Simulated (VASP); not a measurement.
C:

```
C
1.0
     0.00000    1.78337    1.78337
     1.78337    0.00000    1.78337
     1.78337    1.78337    0.00000
C
2
Direct
  0.00000 0.00000 0.00000
  0.25000 0.25000 0.25000
```

This isn't the form of C at room conditions, which is graphite.

Base run:

```yaml
Program: VASP 6.6.1
Functional: PBE
Potentials_or_basis: VASP PAW PBE potentials, release 64 (C)
Cutoff: 520 eV
k_mesh: 8 × 8 × 8
Occupations: gaussian, width 0.02 eV
Spin: no spin polarisation
```

Its results: band gap on the k mesh 4.13 eV, indirect (least direct gap 5.59 eV); pressure 2.5 GPa.

After a change of settings the same cell gave: band gap on the k mesh 4.43 eV, indirect (least direct gap 5.58 eV); pressure 3.6 GPa. Which change was it?
A. k mesh from 8 × 8 × 8 to 22 × 22 × 22
B. k mesh from 8 × 8 × 8 to 4 × 4 × 4
C. k mesh from 8 × 8 × 8 to 16 × 16 × 16
D. k mesh from 8 × 8 × 8 to 12 × 12 × 12

B.

Caveats: some runs use coarse meshes.

Not every run made on this cell is shown here.
